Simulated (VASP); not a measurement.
Here is the system:

```
CELL_PARAMETERS angstrom
      3.13004     0.00000     0.00000
     -1.56502     2.71070     0.00000
      0.00000     0.00000     6.58040
ATOMIC_POSITIONS crystal
  Hf 0.33333 0.66667 0.03610
  Hf 0.66667 0.33333 0.53610
  O  0.33333 0.66667 0.33890
  O  0.66667 0.33333 0.83890
```

Level of theory: PBEsol GGA, VASP's PBE PAW potentials (set 64) (plane waves; VASP). Settings: 520 eV cut-off, Gaussian smearing of 0.050 eV, potentials Hf_pv O.

Q: Give the energies of bands 11 to 19 at the high-symmetry points, in eV from the Fermi level.

A: 
```
band      Γ      M      K      A      L      H
----  -----  -----  -----  -----  -----  -----
11    -5.79  -6.56  -7.18  -5.50  -6.60  -7.03
12    -5.79  -6.23  -6.31  -5.50  -6.60  -7.03
13    -5.16  -6.04  -5.87  -5.50  -5.71  -5.95
14    -5.16  -5.10  -5.87  -5.50  -5.71  -5.95
15    -2.90  -2.22  -0.23  -1.94  -1.31  -0.11
16    -2.05  -0.76   0.11  -1.94  -1.31  -0.11
17     1.20   1.20   0.46   1.66   1.36   0.58
18     1.20   1.72   0.46   1.66   1.36   0.58
19     2.09   3.51   2.06   1.66   4.49   3.37
```

It has no gap at this level: it comes out as a metal or semimetal.

The structure was generated: HfO was put into the wurtzite type (P6_3mc), which need not be its known phase. It was relaxed first, which changed the volume by -35 %.
